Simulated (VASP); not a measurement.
```
CELL_PARAMETERS angstrom
     -3.11100     3.11100     3.11100
      3.11100    -3.11100     3.11100
      3.11100     3.11100    -3.11100
ATOMIC_POSITIONS crystal
  Cs 0.00000 0.00000 0.00000
```

The base run (VASP): PBE GGA, plane waves, VASP's PBE PAW potentials (set 64). Numerical set-up: 400 eV cut-off, 8×8×8 Γ-centred mesh, first-order Methfessel-Paxton smearing of 0.10 eV, potentials Cs_sv.

One setting is varied; ΔE counts from the base run. The base run took about 9 core-seconds. Costs are core time on shared hosts, one run each; read them as rough ratios.

| setting | cost over the base run | electronic steps | ΔE (meV/atom) |
|---|---|---|---|
| EDIFF = 1E-2 | within a factor of 2 | 6 | 1.2 |
| EDIFF = 1E-3 | within a factor of 2 | 6 | 1.2 |
| EDIFF = 1E-4 | within a factor of 2 | 8 | 0.0 |
| EDIFF = 1E-5 | within a factor of 2 | 9 | 0.0 |
| base run | reference | 10 | 0.0 |
| EDIFF = 1E-8 | within a factor of 2 | 13 | 0.0 |

Left out are runs that failed, have no time on record or changed the cell.

The compound is Cs in the bcc structure. The cell was not relaxed at this level.
